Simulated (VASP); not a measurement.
Data:

```xyz
4
Lattice="3.3015 0.0000 0.0000 -1.6508 2.8592 0.0000 0.0000 0.0000 8.1348" Properties=species:S:1:pos:R:3 pbc="T T T"
Ni     0.0000     1.9061     0.2827
Ni     1.6508     0.9531     4.3501
Sb     0.0000     1.9061     2.7679
Sb     1.6508     0.9531     6.8353
```

These are PBEsol GGA, VASP's PBE PAW potentials (set 64) (plane waves; VASP) values and carry that method's errors. Settings: 400 eV cut-off, Gaussian smearing of 0.050 eV, potentials Ni Sb.

### Question
Give the energies of bands 5 to 18 at the high-symmetry points, in eV from the Fermi level.

### Answer

```tsv
band	Γ	M	K	A	L	H
5	-2.15	-3.38	-4.40	-1.97	-3.03	-4.38
6	-2.02	-2.84	-4.35	-1.97	-3.03	-4.38
7	-2.02	-2.39	-2.74	-1.94	-2.19	-2.55
8	-1.84	-2.23	-2.74	-1.94	-2.19	-2.55
9	-1.84	-1.93	-1.86	-1.94	-2.07	-1.79
10	-1.59	-1.66	-1.74	-1.94	-2.07	-1.79
11	-1.59	-1.45	-1.54	-1.58	-1.06	-1.69
12	-1.58	-1.25	-1.54	-1.58	-1.06	-1.69
13	-1.58	-1.07	-1.02	-1.58	-1.04	-0.91
14	-1.03	-1.06	-1.02	-1.58	-1.04	-0.91
15	1.66	-0.55	-1.00	5.21	-0.39	-0.62
16	4.84	-0.36	0.05	5.21	-0.39	-0.62
17	4.84	1.50	0.38	5.27	2.26	0.68
18	5.77	3.18	0.38	5.27	2.26	0.68
```

It has no gap at this level: it comes out as a metal or semimetal.

The structure was generated: NiSb was put into the wurtzite type (P6_3mc), which need not be its known phase. It was relaxed first, which changed the volume by -31 %. The run is not spin-polarised, so no magnetic state was tried.
